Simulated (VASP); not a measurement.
Given:

```
CELL_PARAMETERS angstrom
      3.00135     0.00000     0.00000
      0.00000     3.00135     0.00000
      0.00000     0.00000     3.00135
ATOMIC_POSITIONS crystal
  Al 0.50000 0.50000 0.50000
  Ru 0.00000 0.00000 0.00000
```

Level of theory: PBE GGA, VASP's PBE PAW potentials (set 64) (plane waves; VASP 6.6.1). Run with 400 eV cut-off, 11×11×11 Γ-centred mesh, first-order Methfessel-Paxton smearing of 0.10 eV, potentials Al Ru_pv.

What does the run give for the energy per atom (σ→0), band gap (on the k-mesh) with the smallest direct gap where there is one?

| Quantity | Result |
|---|---|
| band gap (on the k-mesh) | none (metal, semimetal or under 0.01 eV) |
| energy per atom (σ→0) | -7124 meV/atom |

The compound is RuAl in the CsCl type structure. It was relaxed first. The start is the result of an earlier pass. The electron count is odd and the run is not spin-polarised, which forces a metal.
